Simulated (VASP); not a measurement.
## H2C18S: single point with PBEsol

Slab: H2C18S, a slab with vacuum.

```
C S H
1.0
     7.39800    0.00000    0.00000
    -3.69900    6.40686    0.00000
     0.00000    0.00000   12.00000
C S H
18 1 2
Direct
  0.00161 0.00767 0.06582
  0.22525 0.12066 0.06579
  0.00162 0.34103 0.06569
  0.22523 0.45397 0.06577
  0.00160 0.67431 0.06577
  0.22521 0.78729 0.06580
  0.33498 0.00770 0.06572
  0.55859 0.12068 0.06549
  0.33499 0.34103 0.06572
  0.55859 0.45397 0.06561
  0.33496 0.67434 0.06576
  0.55859 0.78731 0.06564
  0.66829 0.00769 0.06551
  0.89189 0.12064 0.06566
  0.66830 0.34103 0.06547
  0.89188 0.45398 0.06559
  0.66829 0.67432 0.06570
  0.89187 0.78726 0.06581
  0.71208 0.19209 0.38232
  0.54340 0.04199 0.32771
  0.84101 0.14721 0.32348
```

The cell was built by a generator and needn't be a form met in nature.

```
Program             : VASP 6.6.1
Task                : single point
Functional          : PBEsol
Potentials or basis : VASP PAW PBE potentials, release 64 (C, S, H)
Cutoff              : 520 eV
k mesh              : 2 × 2 × 1
Occupations         : gaussian, width 0.05 eV
Spin                : no spin polarisation
```

- Largest force: 0.090 eV/Å
- Band gap on the k mesh: 0.15 eV, direct

Forces in eV/Å, atoms in the order of the input:
```
C    0.012 -0.015 -0.004
C   -0.003  0.013  0.001
C   -0.007  0.000  0.000
C    0.009  0.003 -0.002
C   -0.003 -0.012  0.000
C    0.002  0.013 -0.001
C    0.003 -0.008  0.001
C   -0.003  0.018 -0.006
C   -0.001 -0.008  0.001
C    0.009  0.003  0.004
C   -0.006 -0.010 -0.006
C   -0.001  0.005  0.005
C   -0.015 -0.003  0.002
C    0.000  0.008  0.008
C    0.005 -0.005  0.003
C   -0.008  0.005  0.000
C    0.004 -0.017  0.002
C    0.003  0.006 -0.007
S    0.026 -0.062 -0.060
H    0.024  0.046  0.032
H   -0.050  0.022  0.028
```

Levels at points of the mesh, in eV from the valence-band top:
```csv
k point,band 38,band 39,band 40,band 41,band 42,band 43
"(0.00, 0.00, 0.00)",-1.76,-0.01,0.00,0.15,0.15,3.00
"(0.50, 0.00, 0.00)",-2.55,-2.35,-1.75,1.81,2.51,2.52
"(0.00, 0.50, 0.00)",-2.58,-2.21,-1.76,1.60,2.57,2.58
"(0.50, 0.50, 0.00)",-2.54,-2.31,-1.75,1.75,2.50,2.50
```

It took 3 min on 1 thread of Intel(R) Xeon(R) Platinum 8488C (Sapphire Rapids), on a shared host, peak memory 0.62 GiB.

Caveat: the k mesh is coarse (spacing up to 0.49 Å⁻¹), so the values aren't converged; the PAW data sets were made with another functional, which shifts forces and pressure a little.
